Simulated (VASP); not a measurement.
## GW on BP: a test of the settings

How far does the GW correction to the gap of BP depend on the settings? The starting structure is a measured crystal structure from the Crystallography Open Database. Cell and atoms stay as given.

Main program and level: VASP 6.6.1; GW on LDA orbitals, with plane waves and PAW data sets made for GW.

## 1. The structure

Symmetry: F-43m, No. 216, cubic system. The conventional cell has a = 4.538 Å, b = 4.538 Å, c = 4.538 Å, α = 90.00°, β = 90.00°, γ = 90.00°. P has 4 B at 1.97 Å nearest. B has 4 P at 1.97 Å nearest. Farther neighbours are not listed.

Coordinates:

```xyz
2
Lattice="0.0000 2.2690 2.2690 2.2690 0.0000 2.2690 2.2690 2.2690 0.0000" Properties=species:S:1:pos:R:3 pbc="T T T"
P     3.4035    3.4035    3.4035
B     0.0000    0.0000    0.0000
```

## 2. G0W0 (response cutoff 100 eV, 4×4×4 mesh)

It reads the orbitals and their derivatives (WAVECAR and WAVEDER) of a run with the empty bands, which follows a ground-state run; neither is shown.

Contents of INCAR:

```
SYSTEM = BP
PREC = Accurate
ENCUT = 340
ISMEAR = 0
SIGMA = 0.01
LREAL = .FALSE.
GGA = CA
NBANDS = 56
ALGO = EVGW0
NELMGW = 1
ENCUTGW = 100
NOMEGA = 40
PRECFOCK = Fast
NBANDSGW = 12
LWAVE = .FALSE.
LCHARG = .FALSE.
```

Contents of POSCAR:

```
BP
1.0
    0.0000000000      2.2690000000      2.2690000000
    2.2690000000      0.0000000000      2.2690000000
    2.2690000000      2.2690000000      0.0000000000
P B
1 1
Direct
    0.7500000000      0.7500000000      0.7500000000
    0.0000000000      0.0000000000      0.0000000000
```

Contents of KPOINTS:

```
Automatic mesh
0
Gamma
4 4 4
0 0 0
```

PAW data sets: P_GW and B_GW (LDA family, release 64).

On the command line:

```bash
$ mpirun -np 4 vasp_std
```

The program printed:

```text
[banner, memory and clock lines left out]
running    4 mpi-ranks, on    1 nodes
 distrk:  each k-point on    4 cores,    1 groups
 distr:  one band on    1 cores,    4 groups

 POSCAR found type information on POSCAR P B
 POSCAR found :  2 types and       2 ions
|                                                                             |
|           W    W    AA    RRRRR   N    N  II  N    N   GGGG   !!!           |
|           W    W   A  A   R    R  NN   N  II  NN   N  G    G  !!!           |
|           W    W  A    A  R    R  N N  N  II  N N  N  G       !!!           |
|           W WW W  AAAAAA  RRRRR   N  N N  II  N  N N  G  GGG   !            |
|           WW  WW  A    A  R   R   N   NN  II  N   NN  G    G                |
|           W    W  A    A  R    R  N    N  II  N    N   GGGG   !!!           |
|                                                                             |
|     The default for ENCUTGWSOFT is different in this version of VASP.       |
|     please manually set ENCUTGWSOFT =100 in the INCAR file.                 |
|                                                                             |

 LDA part: xc-table for (Slater(with rela. corr.)+CA(PZ))
 , standard interpolation
 found WAVECAR, reading the header
 POSCAR, INCAR and KPOINTS ok, starting setup
 FFT: planning ... GRIDC
 FFT: planning ... GRID_SOFT
 FFT: planning ... GRID
 reading WAVECAR
 the WAVECAR file was read successfully
 initial charge from wavefunction
 available memory per node:     71.85 GB, setting MAXMEM to     73571

 The Fermi energy was updated, please check that it is located mid-gap
 values below the HOMO (VB) or above the LUMO (CB) will cause erroneous energies
 E-fermi :   7.7273

 calculate exact exchange contribution
 the WAVEDER file was read successfully
energies w=
    0.000    0.000    0.554    0.000    1.105    0.000    1.649    0.000
    2.185    0.000    2.710    0.000    3.223    0.000    3.725    0.000
    4.215    0.000    4.696    0.000    5.168    0.000    5.634    0.000
    6.096    0.000    6.556    0.000    7.017    0.000    7.482    0.000
    7.954    0.000    8.437    0.000    8.935    0.000    9.454    0.000
    9.998    0.000   10.573    0.000   11.188    0.000   11.852    0.000
   12.578    0.000   13.380    0.000   14.277    0.000   15.295    0.000
   16.468    0.000   17.844    0.000   19.489    0.000   21.501    0.000
   24.028    0.000   27.305    0.000   31.732    0.000   38.043    0.000
   47.749    0.000   64.536    0.000  100.378    0.000  228.799    0.000
 responsefunction array rank=      60
 LDA part: xc-table for (Slater(with rela. corr.)+CA(PZ))
 , standard interpolation

 min. memory requirement per mpi rank     50.9 MB, per node    203.5 MB

 allocating  10 responsefunctions rank=    60
 shmem allocating  40 responsefunctions rank=    60
 response function shared by NCSHMEM nodes    1
 Doing           10  frequencies on each core in blocks of           40
NQ=   1    0.0000    0.0000    0.0000,
|.........|.........|.........|.........|.........|.........|.........|.........
 performed         37000 updates of chi_q(r,r)
 total number of BLAS operations          1.04 Gflops
NQ=   2    0.2500    0.0000    0.0000,
|.........|.........|.........|.........|.........|.........|.........|.........
 performed        112000 updates of chi_q(r,r)
 total number of BLAS operations          3.06 Gflops
NQ=   3    0.5000    0.0000    0.0000,
|.........|.........|.........|.........|.........|.........|.........|.........
 performed        176000 updates of chi_q(r,r)
 total number of BLAS operations          4.45 Gflops
NQ=   4    0.2500    0.2500    0.0000,
|.........|.........|.........|.........|.........|.........|.........|.........
 performed        251000 updates of chi_q(r,r)
 total number of BLAS operations          6.07 Gflops
NQ=   5    0.5000    0.2500    0.0000,
|.........|.........|.........|.........|.........|.........|.........|.........
 performed        355000 updates of chi_q(r,r)
 total number of BLAS operations          8.42 Gflops
NQ=   6   -0.2500    0.2500    0.0000,
|.........|.........|.........|.........|.........|.........|.........|.........
 performed        448000 updates of chi_q(r,r)
 total number of BLAS operations         10.86 Gflops
NQ=   7    0.5000    0.5000    0.0000,
|.........|.........|.........|.........|.........|.........|.........|.........
 performed        504000 updates of chi_q(r,r)
 total number of BLAS operations         11.90 Gflops
NQ=   8   -0.2500    0.5000    0.2500,
|.........|.........|.........|.........|.........|.........|.........|.........
 performed        576000 updates of chi_q(r,r)
 total number of BLAS operations         13.71 Gflops
 resolving degeneracies of screened two electron integrals

 calculate QP shifts <psi_nk| G(iteration)W_0 |psi_nk>: iteration 1
 entering main loop
```

Elapsed: 6 s, on 4 MPI ranks of AMD EPYC 9R14 (Zen 4), shared host; peak memory 0.35 GiB; 18 s of CPU time.

Lines that name or quote the potential files are left out of all logs, and their timing lines are given in words.

From OUTCAR (step 2):

```text
ion  position               nearest neighbor table
   1  0.750  0.750  0.750-   2 1.97   2 1.97   2 1.97   2 1.97
   2  0.000  0.000  0.000-   1 1.97   1 1.97   1 1.97   1 1.97

  LATTYP: Found a face centered cubic cell.
 ALAT       =     4.5380000000

 Subroutine GETGRP returns: Found 24 space group operations
 (whereof 24 operations were pure point group operations)

The static configuration has the point symmetry T_d .

 Found      8 irreducible k-points:

   k-points           NKPTS =      8   k-points in BZ     NKDIM =     64   number of bands    NBANDS=     56

   dimension x,y,z NGX =    20 NGY =   20 NGZ =   20
   dimension x,y,z NGXF=    40 NGYF=   40 NGZF=   40

   ENCUT  =  340.0 eV  24.99 Ry    5.00 a.u.   4.82  4.82  4.82*2*pi/ulx,y,z

   NELECT =       8.0000    total number of electrons

  energy-cutoff  :      340.00
  volume of cell :       23.36
      direct lattice vectors                 reciprocal lattice vectors
     0.000000000  2.269000000  2.269000000    -0.220361393  0.220361393  0.220361393
     2.269000000  0.000000000  2.269000000     0.220361393 -0.220361393  0.220361393
     2.269000000  2.269000000  0.000000000     0.220361393  0.220361393 -0.220361393

 k-points in reciprocal lattice and weights: Automatic mesh
   0.00000000  0.00000000  0.00000000       0.016
   0.25000000  0.00000000  0.00000000       0.125
   0.50000000  0.00000000  0.00000000       0.062
   0.25000000  0.25000000  0.00000000       0.094
   0.50000000  0.25000000  0.00000000       0.375
  -0.25000000  0.25000000  0.00000000       0.188
   0.50000000  0.50000000  0.00000000       0.047
  -0.25000000  0.50000000  0.25000000       0.094

 E-fermi :   7.7273

 QP shifts <psi_nk| G(iteration)W_0 |psi_nk>: iteration 1
 for sc-GW calculations column KS-energies equals QP-energies in previous step
 and V_xc(KS)=  KS-energies - (<T + V_ion + V_H > + <T+V_H+V_ion>^1  + <V_x>^1)
 k-point   1 :       0.0000    0.0000    0.0000
  band No.  KS-energies  QP-energies   sigma(KS)   V_xc(KS)     V^pw_x(r,r')   Z            occupation Imag(sigma)
      1      -8.3168      -8.9572     -13.0400     -12.1480     -20.4191       0.7180       2.0000       1.4888
      2       7.0927       6.9561     -13.6549     -13.4813     -15.1993       0.7869       2.0000       0.0914
      3       7.0927       6.9561     -13.6549     -13.4813     -15.1993       0.7869       2.0000       0.0914
      4       7.0927       6.9561     -13.6549     -13.4813     -15.1993       0.7869       2.0000       0.0914
      5      10.4497      11.1434     -11.4161     -12.2994      -6.9596       0.7853       0.0000      -0.1021
      6      10.4497      11.1434     -11.4161     -12.2994      -6.9596       0.7853       0.0000      -0.1021
      7      10.4497      11.1434     -11.4161     -12.2994      -6.9596       0.7853       0.0000      -0.1021
      8      14.4589      15.1472     -11.9681     -12.8734      -6.0501       0.7602       0.0000      -0.2215
    ...

 k-point   2 :       0.2500    0.0000    0.0000
  band No.  KS-energies  QP-energies   sigma(KS)   V_xc(KS)     V^pw_x(r,r')   Z            occupation Imag(sigma)
      1      -7.2109      -7.8192     -13.0915     -12.2499     -20.0919       0.7229       2.0000       1.2972
      2       2.2615       1.8403     -13.1282     -12.5707     -16.1267       0.7555       2.0000       0.1852
      3       5.9790       5.7776     -13.4927     -13.2339     -15.3070       0.7785       2.0000       0.0999
      4       5.9790       5.7776     -13.4927     -13.2339     -15.3070       0.7785       2.0000       0.0999
      5      11.0523      11.6778     -11.5164     -12.3176      -6.8171       0.7808       0.0000      -0.1091
      6      11.7991      12.5413     -11.3916     -12.3451      -6.5633       0.7784       0.0000      -0.1227
      7      11.7991      12.5413     -11.3916     -12.3451      -6.5633       0.7784       0.0000      -0.1227
      8      16.5775      17.3188     -11.2858     -12.2691      -4.9125       0.7538       0.0000      -0.3256
    ...

 k-point   3 :       0.5000    0.0000    0.0000
  band No.  KS-energies  QP-energies   sigma(KS)   V_xc(KS)     V^pw_x(r,r')   Z            occupation Imag(sigma)
      1      -4.9784      -5.5007     -13.4192     -12.6952     -19.6661       0.7216       2.0000       0.9451
      2      -1.9366      -2.4951     -12.6579     -11.8915     -17.3942       0.7287       2.0000       0.4840
      3       5.3422       5.0846     -13.5402     -13.2081     -15.6521       0.7758       2.0000       0.1099
      4       5.3422       5.0846     -13.5402     -13.2081     -15.6521       0.7758       2.0000       0.1099
      5      10.8500      11.4274     -11.5291     -12.2695      -6.7762       0.7799       0.0000      -0.1100
      6      11.7362      12.4324     -10.9262     -11.8164      -6.0556       0.7821       0.0000      -0.1257
      7      11.7362      12.4324     -10.9262     -11.8164      -6.0556       0.7821       0.0000      -0.1257
      8      16.9926      17.5266      -9.8263     -10.5270      -3.4410       0.7621       0.0000      -0.3563
    ...

 k-point   4 :       0.2500    0.2500    0.0000
  band No.  KS-energies  QP-energies   sigma(KS)   V_xc(KS)     V^pw_x(r,r')   Z            occupation Imag(sigma)
      1      -6.8358      -7.4279     -13.0979     -12.2782     -19.9682       0.7223       2.0000       1.2315
      2       3.4502       3.0470     -13.7241     -13.1953     -16.4666       0.7624       2.0000       0.1590
      3       4.3578       4.0531     -13.2255     -12.8299     -15.5096       0.7703       2.0000       0.1205
      4       4.3578       4.0531     -13.2255     -12.8299     -15.5096       0.7703       2.0000       0.1205
      5       8.8313       9.3655     -10.8796     -11.5536      -6.6799       0.7926       0.0000      -0.0858
      6      11.9292      12.4731     -10.1833     -10.8737      -5.1758       0.7879       0.0000      -0.1367
      7      14.7319      15.6079     -11.8031     -12.9507      -6.1703       0.7632       0.0000      -0.2098
      8      14.7319      15.6079     -11.8031     -12.9507      -6.1703       0.7632       0.0000      -0.2098
    ...

[... 4 further parts left out ...]
```

G0W0 (response cutoff 100 eV, 4×4×4 mesh): the quasiparticle gap on this mesh is 1.810 eV, +0.541 eV from the LDA gap on the same points, with 56 bands.

## 3. G0W0 (response cutoff 160 eV, 4×4×4 mesh)

It reads the orbitals and their derivatives (WAVECAR and WAVEDER) of a run with the empty bands, which follows a ground-state run; neither is shown.

INCAR: that of step 2 with these lines changed.

```diff
@@ -7,6 +7,6 @@
 GGA = CA
-NBANDS = 56
+NBANDS = 108
 ALGO = EVGW0
 NELMGW = 1
-ENCUTGW = 100
+ENCUTGW = 160
 NOMEGA = 40
```

POSCAR is that of step 2.

KPOINTS is that of step 2.

On the command line:

```bash
$ mpirun -np 4 vasp_std
```

The program printed:

```text
[banner, memory and clock lines left out]
running    4 mpi-ranks, on    1 nodes
[...]
|                                                                             |
|           W    W    AA    RRRRR   N    N  II  N    N   GGGG   !!!           |
|           W    W   A  A   R    R  NN   N  II  NN   N  G    G  !!!           |
|           W    W  A    A  R    R  N N  N  II  N N  N  G       !!!           |
|           W WW W  AAAAAA  RRRRR   N  N N  II  N  N N  G  GGG   !            |
|           WW  WW  A    A  R   R   N   NN  II  N   NN  G    G                |
|           W    W  A    A  R    R  N    N  II  N    N   GGGG   !!!           |
|                                                                             |
|     The default for ENCUTGWSOFT is different in this version of VASP.       |
|     please manually set ENCUTGWSOFT =160 in the INCAR file.                 |
|                                                                             |

 LDA part: xc-table for (Slater(with rela. corr.)+CA(PZ))
[...]
total number of BLAS operations         32.72 Gflops
NQ=   4    0.2500    0.2500    0.0000,
|.........|.........|.........|.........|.........|.........|.........|.........
 performed        490000 updates of chi_q(r,r)
 total number of BLAS operations         44.68 Gflops
NQ=   5    0.5000    0.2500    0.0000,
|.........|.........|.........|.........|.........|.........|.........|.........
 performed        693000 updates of chi_q(r,r)
 total number of BLAS operations         63.68 Gflops
NQ=   6   -0.2500    0.2500    0.0000,
|.........|.........|.........|.........|.........|.........|.........|.........
 performed        875000 updates of chi_q(r,r)
 total number of BLAS operations         80.43 Gflops
NQ=   7    0.5000    0.5000    0.0000,
|.........|.........|.........|.........|.........|.........|.........|.........
 performed        985000 updates of chi_q(r,r)
 total number of BLAS operations         90.72 Gflops
NQ=   8   -0.2500    0.5000    0.2500,
|.........|.........|.........|.........|.........|.........|.........|.........
 performed       1126000 updates of chi_q(r,r)
 total number of BLAS operations        103.91 Gflops
 resolving degeneracies of screened two electron integrals

 calculate QP shifts <psi_nk| G(iteration)W_0 |psi_nk>: iteration 1
 entering main loop
[key lines of the parts left out:]
E-fermi :   7.7273
```

The job ended after 11 s (4 MPI ranks; peak memory 0.44 GiB).

OUTCAR, selected parts (step 3):

```text
 QP shifts <psi_nk| G(iteration)W_0 |psi_nk>: iteration 1
 for sc-GW calculations column KS-energies equals QP-energies in previous step
 and V_xc(KS)=  KS-energies - (<T + V_ion + V_H > + <T+V_H+V_ion>^1  + <V_x>^1)
 k-point   1 :       0.0000    0.0000    0.0000
  band No.  KS-energies  QP-energies   sigma(KS)   V_xc(KS)     V^pw_x(r,r')   Z            occupation Imag(sigma)
      1      -8.3168      -9.1304     -13.2798     -12.1480     -20.4191       0.7189       2.0000       1.4590
      2       7.0927       6.6841     -14.0017     -13.4813     -15.1993       0.7852       2.0000       0.0921
      3       7.0927       6.6841     -14.0017     -13.4813     -15.1993       0.7852       2.0000       0.0921
      4       7.0927       6.6841     -14.0017     -13.4813     -15.1993       0.7852       2.0000       0.0921
      5      10.4497      10.9551     -11.6544     -12.2994      -6.9596       0.7836       0.0000      -0.0924
      6      10.4497      10.9551     -11.6544     -12.2994      -6.9596       0.7836       0.0000      -0.0924
      7      10.4497      10.9551     -11.6544     -12.2994      -6.9596       0.7836       0.0000      -0.0924
      8      14.4589      14.9038     -12.2863     -12.8734      -6.0501       0.7578       0.0000      -0.2011
    ...

[... 1 part as in an earlier step ...]

[... 2 further parts left out ...]
[key lines of the parts left out:]
E-fermi :   7.7273
```

G0W0 (response cutoff 160 eV, 4×4×4 mesh): the quasiparticle gap on this mesh is 1.932 eV, +0.662 eV from the LDA gap on the same points, with 108 bands.

## 4. G0W0 (response cutoff 240 eV, 4×4×4 mesh)

It reads the orbitals and their derivatives (WAVECAR and WAVEDER) of a run with the empty bands, which follows a ground-state run; neither is shown.

INCAR: that of step 3 with these lines changed.

```diff
@@ -7,6 +7,6 @@
 GGA = CA
-NBANDS = 108
+NBANDS = 200
 ALGO = EVGW0
 NELMGW = 1
-ENCUTGW = 160
+ENCUTGW = 240
 NOMEGA = 40
```

POSCAR is that of step 3.

KPOINTS is that of step 3.

On the command line:

```bash
$ mpirun -np 4 vasp_std
```

The program printed:

```text
[banner, memory and clock lines left out]
running    4 mpi-ranks, on    1 nodes
[...]
|                                                                             |
|           W    W    AA    RRRRR   N    N  II  N    N   GGGG   !!!           |
|           W    W   A  A   R    R  NN   N  II  NN   N  G    G  !!!           |
|           W    W  A    A  R    R  N N  N  II  N N  N  G       !!!           |
|           W WW W  AAAAAA  RRRRR   N  N N  II  N  N N  G  GGG   !            |
|           WW  WW  A    A  R   R   N   NN  II  N   NN  G    G                |
|           W    W  A    A  R    R  N    N  II  N    N   GGGG   !!!           |
|                                                                             |
|     The default for ENCUTGWSOFT is different in this version of VASP.       |
|     please manually set ENCUTGWSOFT =240 in the INCAR file.                 |
|                                                                             |

 LDA part: xc-table for (Slater(with rela. corr.)+CA(PZ))
[...]
total number of BLAS operations        200.58 Gflops
NQ=   4    0.2500    0.2500    0.0000,
|.........|.........|.........|.........|.........|.........|.........|.........
 performed        918000 updates of chi_q(r,r)
 total number of BLAS operations        289.75 Gflops
NQ=   5    0.5000    0.2500    0.0000,
|.........|.........|.........|.........|.........|.........|.........|.........
 performed       1296000 updates of chi_q(r,r)
 total number of BLAS operations        407.34 Gflops
NQ=   6   -0.2500    0.2500    0.0000,
|.........|.........|.........|.........|.........|.........|.........|.........
 performed       1636000 updates of chi_q(r,r)
 total number of BLAS operations        511.94 Gflops
NQ=   7    0.5000    0.5000    0.0000,
|.........|.........|.........|.........|.........|.........|.........|.........
 performed       1841000 updates of chi_q(r,r)
 total number of BLAS operations        571.42 Gflops
NQ=   8   -0.2500    0.5000    0.2500,
|.........|.........|.........|.........|.........|.........|.........|.........
 performed       2104000 updates of chi_q(r,r)
 total number of BLAS operations        655.76 Gflops
 resolving degeneracies of screened two electron integrals

 calculate QP shifts <psi_nk| G(iteration)W_0 |psi_nk>: iteration 1
 entering main loop
[key lines of the parts left out:]
E-fermi :   7.7273
```

The job ended after 23 s (4 MPI ranks; peak memory 0.6 GiB).

From OUTCAR (step 4):

```text
 QP shifts <psi_nk| G(iteration)W_0 |psi_nk>: iteration 1
 for sc-GW calculations column KS-energies equals QP-energies in previous step
 and V_xc(KS)=  KS-energies - (<T + V_ion + V_H > + <T+V_H+V_ion>^1  + <V_x>^1)
 k-point   1 :       0.0000    0.0000    0.0000
  band No.  KS-energies  QP-energies   sigma(KS)   V_xc(KS)     V^pw_x(r,r')   Z            occupation Imag(sigma)
      1      -8.3168      -9.2157     -13.3967     -12.1480     -20.4191       0.7199       2.0000       1.3070
      2       7.0927       6.5510     -14.1724     -13.4813     -15.1993       0.7839       2.0000      -0.0417
      3       7.0927       6.5510     -14.1724     -13.4813     -15.1993       0.7839       2.0000      -0.0417
      4       7.0927       6.5510     -14.1724     -13.4813     -15.1993       0.7839       2.0000      -0.0417
      5      10.4497      10.8591     -11.7758     -12.2994      -6.9596       0.7818       0.0000      -0.2031
      6      10.4497      10.8591     -11.7758     -12.2994      -6.9596       0.7818       0.0000      -0.2031
      7      10.4497      10.8591     -11.7758     -12.2994      -6.9596       0.7818       0.0000      -0.2031
      8      14.4589      14.7751     -12.4559     -12.8734      -6.0501       0.7573       0.0000      -0.3180
    ...

[... 1 part as in an earlier step ...]

[... 2 further parts left out ...]
[key lines of the parts left out:]
E-fermi :   7.7273
```

G0W0 (response cutoff 240 eV, 4×4×4 mesh): the quasiparticle gap on this mesh is 1.992 eV, +0.723 eV from the LDA gap on the same points, with 200 bands.

(Part 1 of 2 ends here.)

[Lines on the potential files, build, host, timing and source positions are cut from VASP's logs without a mark.]

[Logs are printed without paths, hosts, clocks, repeated set-up lines and the standing remarks that a program may print on its own settings, such as how far it seeks lower states.]

[Hosts, paths, dates, database ids (printed as entryN), source tags and the programs' standing remarks are cut or masked in the printed files.]
